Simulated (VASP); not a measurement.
Given:

```
Ga3As4B
1.0
    5.51659     0.00000     0.00000
    0.00000     5.51659     0.00000
    0.00000     0.00000     5.51659
Ga As B
3 4 1
Direct
  0.00000   0.00000   0.00000
  0.50000   0.50000   0.00000
  0.50000   0.00000   0.50000
  0.22769   0.27231   0.27231
  0.77231   0.72769   0.27231
  0.77231   0.27231   0.72769
  0.22769   0.72769   0.72769
  0.00000   0.50000   0.50000
```

The numbers are results of PBE GGA, VASP's PBE PAW potentials (set 64) (plane waves; VASP 6.6.1), not measurements. Numerical set-up: 500 eV cut-off, Gaussian smearing of 0.050 eV, potentials Ga_d As B.

Problem. What does the run give for the band gap (along the path) with the smallest direct gap where there is one?

Solution. 
| Item | Value |
|---|---|
| band gap (along the path) | 0.53 eV |
| smallest direct gap (along the path) | 0.59 eV |

Total energies compare only between runs with the same potentials, cut-off and functional.

The structure was generated: Ga3As4B was put into an ordered model structure (P-43m), which need not be its known phase. It was relaxed first.
